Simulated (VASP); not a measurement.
VASP runs on LaGa2 (space group P6/mmm) share one base input (LDA (Ceperley-Alder, Perdew-Zunger), plane waves, VASP's LDA PAW potentials (set 64)) and change the settings named in each case.

INCAR:
```
! general
SYSTEM  = LaGa2
PREC    = Accurate
ENCUT   = 300
LREAL   = .FALSE.
LASPH   = .TRUE.

! electronic loop
EDIFF   = 1E-6
NELM    = 100
ALGO    = Normal
LMAXMIX = 6

! smearing
ISMEAR  = 0
SIGMA   = 0.1

! ions
ISIF    = 2

! output
LWAVE   = .FALSE.
LCHARG  = .FALSE.
```

File POSCAR:
```
LaGa2
1
    4.3092000000     0.0000000000     0.0000000000
   -2.1546000000     3.7318770000     0.0000000000
    0.0000000000     0.0000000000     4.4251000000
La Ga
1 2
Direct
  0.0000000000   0.0000000000   0.0000000000
  0.6666670000   0.3333330000   0.5000000000
  0.3333330000   0.6666670000   0.5000000000
```

KPOINTS:
```
Automatic mesh
0
Gamma
9 9 8
0 0 0
```

POTCAR, in this order: La Ga_d (LDA.64 set). Program: vasp_std.

```csv
change,E(σ→0) (eV/atom),pressure (GPa),−TS (eV)
base run,-4.9738,-4.23,-0.0074
"GGA = PS, POTCAR La Ga_d (PBE.64 set)",-4.7367,-2.07,-0.0072
"GGA_COMPAT = .FALSE., LNONCOLLINEAR = .TRUE., LSORBIT = .TRUE., MAGMOM = 0.0 0.0 0.0 0.0 0.0 0.0 0.0 0.0 0.0, program vasp_ncl",-5.0792,-4.21,-0.0075
KPOINTS 5×5×4 Γ-centred mesh,-4.9726,-4.43,-0.0044
```
 Energies of different potentials or functionals have different zeros.  At 300 eV the pressure can carry a Pulay error.

Left out are runs that ran out of time, are held back, or changed the cell or the kind of run, fixed moments of cells without a moment, rows past the twelfth, gaps on odd meshes, pressures of charged cells and columns that move by less than the noise.

The structure comes from a measured LaGa2 entry (P6/mmm) of the Crystallography Open Database, whose conditions weren't checked. The cell was not relaxed at this level.
